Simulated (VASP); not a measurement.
All values below come from optB88-vdW, VASP's PBE PAW potentials (set 64) (plane waves; VASP).

VASP input:

INCAR:
```
PARAM2 = 0.22
PARAM1 = 0.1833333333
LMAXMIX = 4
SYSTEM = CoSi2
ISMEAR = -5   # tetrahedra, Bloechl
AGGAC = 0.0
PREC = Accurate
LASPH = .True.
GGA = BO
NEDOS = 601
LWAVE = .False.
LUSE_VDW = .True.
LREAL = .False.   # projection in real space or not
EDIFF = 1E-7
NELM = 100   # most electronic steps
ALGO = Normal
ENCUT = 520
ISIF = 2
LCHARG = .True.
LEFG = .True.
LORBIT = 11
```

POSCAR:
```
CoSi2
1
    0.0000000000     2.6865298205     2.6865298205
    2.6865298205     0.0000000000     2.6865298205
    2.6865298205     2.6865298205     0.0000000000
Co Si
1 2
Direct
  0.0000000000   0.0000000000   0.0000000000
  0.2500000000   0.2500000000   0.2500000000
  0.7500000000   0.7500000000   0.7500000000
```

### KPOINTS
```
K-points
0
G
 11 11 11
```

POTCAR, in this order: Co Si (PBE.64 set). Program: vasp_std.

The run wrote:

**OSZICAR**
```
       N       E                     dE             d eps       ncg     rms          rms(c)
DAV:   1     0.765534258089E+02    0.76553E+02   -0.70889E+03  1344   0.135E+03
DAV:   2    -0.105365520215E+02   -0.87090E+02   -0.81486E+02  1360   0.255E+02
DAV:   3    -0.147954469791E+02   -0.42589E+01   -0.41316E+01  1704   0.656E+01
DAV:   4    -0.148989083413E+02   -0.10346E+00   -0.10324E+00  1616   0.974E+00
DAV:   5    -0.149022045010E+02   -0.32962E-02   -0.33005E-02  1796   0.184E+00    0.126E+01
DAV:   6    -0.176458875071E+02   -0.27437E+01   -0.29792E+01  1732   0.118E+02    0.153E+01
DAV:   7    -0.138588498573E+02    0.37870E+01   -0.13330E+01  1792   0.943E+01    0.312E+00
DAV:   8    -0.138742642360E+02   -0.15414E-01   -0.77848E-01  1576   0.707E+00    0.170E+00
DAV:   9    -0.138486398767E+02    0.25624E-01   -0.96758E-02  1680   0.680E+00    0.370E-01
DAV:  10    -0.138488512966E+02   -0.21142E-03   -0.61335E-03  1712   0.105E+00    0.836E-02
DAV:  11    -0.138488149087E+02    0.36388E-04   -0.50163E-04  1916   0.457E-01    0.319E-02
DAV:  12    -0.138488199542E+02   -0.50455E-05   -0.32578E-05  1500   0.565E-02    0.155E-02
DAV:  13    -0.138488150473E+02    0.49069E-05   -0.34695E-06  2104   0.276E-02    0.463E-03
DAV:  14    -0.138488145018E+02    0.54553E-06   -0.32569E-07  1584   0.632E-03    0.305E-03
DAV:  15    -0.138488159215E+02   -0.14197E-05   -0.15574E-07   924   0.861E-03    0.783E-04
DAV:  16    -0.138488162863E+02   -0.36481E-06   -0.94894E-08   804   0.235E-03    0.275E-04
DAV:  17    -0.138488162310E+02    0.55274E-07   -0.11278E-08   752   0.178E-03
   1 F= -.13848816E+02 E0= -.13848816E+02  d E =0.000000E+00
```

OUTCAR:
```
------------------------ aborting loop because EDIFF is reached ----------------------------------------
  FORCE on cell =-STRESS in cart. coord.  units (eV):
  Direction    XX          YY          ZZ          XY          YZ          ZX
  --------------------------------------------------------------------------------------
  Total       -0.0455317     -0.0455317     -0.0455317      0.0000000      0.0000000     -0.0000000
  in kB       -1.8811315     -1.8811315     -1.8811315      0.0000000      0.0000000     -0.0000000
  external PRESSURE =      -1.8811315 kB  Pullay stress =       0.0000000 kB
  volume of cell :       38.78
      direct lattice vectors                 reciprocal lattice vectors
     0.000000000  2.686529821  2.686529821    -0.186113698  0.186113698  0.186113698
     2.686529821  0.000000000  2.686529821     0.186113698 -0.186113698  0.186113698
     2.686529821  2.686529821  0.000000000     0.186113698  0.186113698 -0.186113698
 POSITION                                       TOTAL-FORCE (eV/Angst)
 -----------------------------------------------------------------------------------
      0.00000      0.00000      0.00000         0.000000      0.000000      0.000000
      1.34326      1.34326      1.34326         0.000000      0.000000      0.000000
      4.02979      4.02979      4.02979        -0.000000     -0.000000     -0.000000
 -----------------------------------------------------------------------------------
    total drift:                               -0.000000     -0.000000      0.000000
  FREE ENERGIE OF THE ION-ELECTRON SYSTEM (eV)
  ---------------------------------------------------
  free  energy   TOTEN  =       -13.8488162310 eV

  energy  without entropy=      -13.8488162310  energy(sigma->0) =      -13.84881623

 total charge

# of ion       s       p       d       tot
------------------------------------------
    1        0.530   0.701   7.609   8.841
    2        0.722   0.873   0.000   1.595
    3        0.722   0.873   0.000   1.595
--------------------------------------------------
tot          1.974   2.448   7.609  12.031

 Electric field gradients after diagonalization (V/A^2)
 (convention: |V_zz| > |V_xx| > |V_yy|)
----------------------------------------------------------------------
 ion       V_xx      V_yy      V_zz     asymmetry (V_yy - V_xx)/ V_zz
----------------------------------------------------------------------
   1       0.001     0.001    -0.003       0.000
   2       0.000     0.000    -0.000       0.000
   3       0.000     0.000    -0.000       0.000
```
(Selected blocks of OUTCAR.)

File OUTCAR:
```
 val. band max:        9.8786839700   @ k =   0.2727   0.1818   0.0000

 cond. band min:       9.9021969267   @ k =   0.3636   0.1818   0.0000


 Fermi energy:         9.8726501262

 k-point     1 :       0.0000    0.0000    0.0000
  band No.  band energies     occupation
      1      -3.1158      2.00000
      2       5.8650      2.00000
      3       5.8650      2.00000
      4       5.8650      2.00000
      5       8.0183      2.00000
      6       8.0183      2.00000
      7      10.4281      0.00000
      8      13.2623      0.00000
      9      13.2623      0.00000
     10      13.2623      0.00000
     11      13.4313      0.00000
     12      13.4313      0.00000

 k-point     2 :       0.0909    0.0000    0.0000
  band No.  band energies     occupation
      1      -2.9916      2.00000
      2       5.5469      2.00000
      3       5.9097      2.00000
      4       5.9097      2.00000
      5       7.9828      2.00000
      6       7.9828      2.00000
      7      10.5546      0.00000
      8      11.8171      0.00000
      9      12.5250      0.00000
     10      12.5250      0.00000
     11      14.1492      0.00000
     12      14.1492      0.00000

 k-point     3 :       0.1818    0.0000    0.0000
  band No.  band energies     occupation
      1      -2.6218      2.00000
      2       4.7284      2.00000
      3       6.0308      2.00000
      4       6.0308      2.00000
      5       7.9100      2.00000
      6       7.9100      2.00000
      7       9.8757      1.02064
      8      11.6237      0.00000
      9      11.7214      0.00000
     10      11.7214      0.00000
     11      14.1108      0.00000
     12      14.1108      0.00000

 k-point     4 :       0.2727    0.0000    0.0000
  band No.  band energies     occupation
      1      -2.0155      2.00000
      2       3.6114      2.00000
      3       6.1854      2.00000
      4       6.1854      2.00000
      5       7.8871      2.00000
      6       7.8871      2.00000
...
```

For a metal the tetrahedron method with Blöchl corrections gives inexact stress and forces.

The compound is CoSi2 in the fluorite structure. It was relaxed first. The run is not spin-polarised, so no magnetic state was tried. The electron count is odd and the run is not spin-polarised, which forces a metal.
